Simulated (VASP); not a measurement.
Consider the following.

```yaml
crystal:
  lattice:
    - [0.00000, 2.22996, 2.22996]
    - [2.22996, 0.00000, 2.22996]
    - [2.22996, 2.22996, 0.00000]
  atoms:
    - { symbol: Nb, position: [0.00000, 0.00000, 0.00000] }
    - { symbol: C, position: [0.50000, 0.50000, 0.50000] }
```

The numbers are results of vdW-DF-cx, VASP's PBE PAW potentials (set 64) (plane waves; VASP), not measurements. Run with 520 eV cut-off, 16×16×16 Γ-centred mesh, tetrahedra with Blöchl corrections, potentials Nb_sv C.

Problem. Tabulate the total density of states (states/eV per cell) against energy (eV; zero at the valence-band maximum or, without a gap, the Fermi level).

Solution. 
```csv
E (eV),DOS (states/eV)
-9.98,0.13
-9.38,0.00
-8.90,0.00
-8.30,0.00
-7.70,0.00
-7.22,0.18
-6.62,0.48
-6.02,0.89
-5.54,1.00
-4.94,1.49
-4.34,4.50
-3.86,1.37
-3.26,0.72
-2.66,0.46
-2.18,0.28
-1.58,0.32
-0.98,0.62
-0.50,0.65
0.10,0.75
0.70,0.91
1.18,1.27
1.78,1.60
2.38,1.73
2.86,1.20
3.46,1.43
```
Within 2 eV below the Fermi level the largest weight inside VASP's projection spheres is Nb d, then C p.

The compound is NbC in the rock salt structure. It was relaxed first. The electron count is odd and the run is not spin-polarised, which forces a metal.
